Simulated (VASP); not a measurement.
A VASP calculation is set up with these files.

### KPOINTS
```
Automatic mesh
0
Gamma
11 11 11
0 0 0
```

**POSCAR**
```
Au
1
    0.0000000000     2.0807936461     2.0807910675
    2.0808346435     0.0000000000     2.0807635191
    2.0807606999     2.0808009516     0.0000000000
Au
1
Direct
  0.0000000000   0.0000000000   0.0000000000
```

INCAR:
```
SYSTEM = Au
PREC = Accurate
ENCUT = 400
EDIFF = 1E-6
NELM = 100
ALGO = Normal
LREAL = .FALSE.
LASPH = .TRUE.
ISMEAR = 1
SIGMA = 0.1
GGA = PE
LMAXMIX = 6
LWAVE = .FALSE.
LCHARG = .FALSE.
ISIF = 2
```

POTCAR, in this order: Au (PBE.64 set). Program: vasp_std.

What VASP printed:

standard output:
```
 POSCAR found type information on POSCAR Au
 POSCAR found :  1 types and       1 ions
 Reading from existing POTCAR
 Reading from existing POTCAR

 -----------------------------------------------------------------------------
|                                                                             |
|           W    W    AA    RRRRR   N    N  II  N    N   GGGG   !!!           |
|           W    W   A  A   R    R  NN   N  II  NN   N  G    G  !!!           |
|           W    W  A    A  R    R  N N  N  II  N N  N  G       !!!           |
|           W WW W  AAAAAA  RRRRR   N  N N  II  N  N N  G  GGG   !            |
|           WW  WW  A    A  R   R   N   NN  II  N   NN  G    G                |
|           W    W  A    A  R    R  N    N  II  N    N   GGGG   !!!           |
|                                                                             |
|     Inconsistent Bravais lattice types found for crystalline and            |
|     reciprocal lattice:                                                     |
|                                                                             |
|        Crystalline: face-centered cubic                                     |
|        Reciprocal : base-centered monoclinic                                |
|                    (instead of body-centered cubic)                         |
|                                                                             |
|     In most cases this is due to inaccuracies in the specification of       |
|     the crytalline lattice vectors.                                         |
|                                                                             |
|     Suggested SOLUTIONS:                                                    |
|      ) Refine the lattice parameters of your structure,                     |
|      ) and/or try changing SYMPREC.                                         |
|                                                                             |
 -----------------------------------------------------------------------------

 LDA part: xc-table for (Slater+PW92), standard interpolation

 -----------------------------------------------------------------------------
|                                                                             |
|     EEEEEEE  RRRRRR   RRRRRR   OOOOOOO  RRRRRR      ###     ###     ###     |
|     E        R     R  R     R  O     O  R     R     ###     ###     ###     |
|     E        R     R  R     R  O     O  R     R     ###     ###     ###     |
|     EEEEE    RRRRRR   RRRRRR   O     O  RRRRRR       #       #       #      |
|     E        R   R    R   R    O     O  R   R                               |
|     E        R    R   R    R   O     O  R    R      ###     ###     ###     |
|     EEEEEEE  R     R  R     R  OOOOOOO  R     R     ###     ###     ###     |
|                                                                             |
|     IBZKPT: not all point group operations associated with the symmetry     |
|     operators of the crystalline lattice are members of the point group     |
|     of the reciprocal lattice.                                              |
|                                                                             |
|       ---->  I REFUSE TO CONTINUE WITH THIS SICK JOB ... BYE!!! <----       |
|                                                                             |
 -----------------------------------------------------------------------------
```

From input and log, find the fault in this run and mend it.

The cause: the lattice vectors carry noise near SYMPREC. VASP stops with an error: IBZKPT: not all point group operations associated with the symmetry operators of the crystalline lattice are members of the point group of the reciprocal lattice. ----> I REFUSE TO CONTINUE WITH THIS SICK JOB ... BYE!!! <---- To mend it, correct POSCAR.
File POSCAR:
```
Au
1
    0.0000000000     2.0808000000     2.0808000000
    2.0808000000     0.0000000000     2.0808000000
    2.0808000000     2.0808000000     0.0000000000
Au
1
Direct
  0.0000000000   0.0000000000   0.0000000000
```
The mended run (PBE GGA, plane waves, VASP's PBE PAW potentials (set 64)) converges, and its OSZICAR ends with
```
   1 F= -.32290706E+01 E0= -.32291169E+01  d E =0.138760E-03
```

The compound is Au in the fcc structure. The cell was not relaxed at this level.
